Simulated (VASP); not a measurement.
Energy against volume of CoSi2 (fluorite). Level of theory: PBE GGA with D3 dispersion (Becke-Johnson damping), VASP's PBE PAW potentials (set 64) (plane waves; VASP 6.6.1).

```tsv
V (Å³/atom)	E (eV/atom)
11.674	-6.85023
12.047	-6.87364
12.419	-6.88095
12.792	-6.87462
13.165	-6.85674
```

Question: Fit a third-order Birch-Murnaghan equation of state.

Answer: 
- volume per atom: 12.42 Å³/atom
- bulk modulus: 195 GPa
- pressure derivative of the bulk modulus: 4.52
- lattice constant a: 5.302 Å

Measured: a 5.365 Å (computed value off by -1.2 %), as given by Ganesh Hegde et al., Applied Physics Letters (2014), arXiv:1405.1317. The calculation is for a static lattice, while the measured a holds thermal and zero-point effects, which are part of the difference.

The compound is CoSi2 in the fluorite structure. It was relaxed first. The run is not spin-polarised, so no magnetic state was tried.
